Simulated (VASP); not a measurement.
Consider the following.

```xyz
4
Lattice="3.6988 0.0000 0.0000 -1.8494 3.2033 0.0000 0.0000 0.0000 5.1552" Properties=species:S:1:pos:R:3 pbc="T T T"
Bi     0.0000     0.0000     0.0000
Bi     0.0000     0.0000     2.5776
N      0.0000     2.1355     1.2888
N      1.8494     1.0678     3.8664
```

Level of theory: PBE GGA, VASP's PBE PAW potentials (set 64) (plane waves; VASP 6.6.1). Settings: 400 eV cut-off, 8×8×5 Γ-centred mesh, Gaussian smearing of 0.050 eV, potentials Bi_d N.

At this cut-off the stress carries a Pulay error, which pulls relaxed volumes low.

Q: Give the stress tensor in GPa (positive for a compressed cell).

A: 
```
 4.29   0.00   0.00
 0.00   4.29   0.00
 0.00   0.00  82.77
```
The pressure is its mean diagonal, 30.45 GPa.

The structure was generated: BiN was put into an ordered model structure, which need not be its known phase. The cell was not relaxed at this level.
